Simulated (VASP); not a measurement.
Input:

```
CELL_PARAMETERS angstrom
     -2.82500     2.82500     2.82500
      2.82500    -2.82500     2.82500
      2.82500     2.82500    -2.82500
ATOMIC_POSITIONS crystal
  Rb 0.00000 0.00000 0.00000
```

Calculation: vdW-DF2, VASP's PBE PAW potentials (set 64) (plane waves; VASP 6.6.1). Run with 520 eV cut-off, 8×8×8 Γ-centred mesh, first-order Methfessel-Paxton smearing of 0.10 eV, potentials Rb_sv.

Energy and stress use the plane-wave basis of the starting cell.

### Question
The ions, cell shape and volume are relaxed. What does this cell relax into?

### Answer

```
CELL_PARAMETERS angstrom
     -2.77881     2.77881     2.77881
      2.77881    -2.77881     2.77881
      2.77881     2.77881    -2.77881
ATOMIC_POSITIONS crystal
  Rb 0.00000 0.00000 0.00000
```
Space group Im-3m (229), at a tolerance of 0.03 Å.

### Question
How do energy and volume change from the first to the last step?

### Answer
The energy (σ→0) changes by -2.2 meV/atom and the volume by -4.8 %, in 3 ionic steps.

The compound is Rb in the bcc structure. This run relaxes it. Symmetry was kept, so distortions that lower it aren't found.
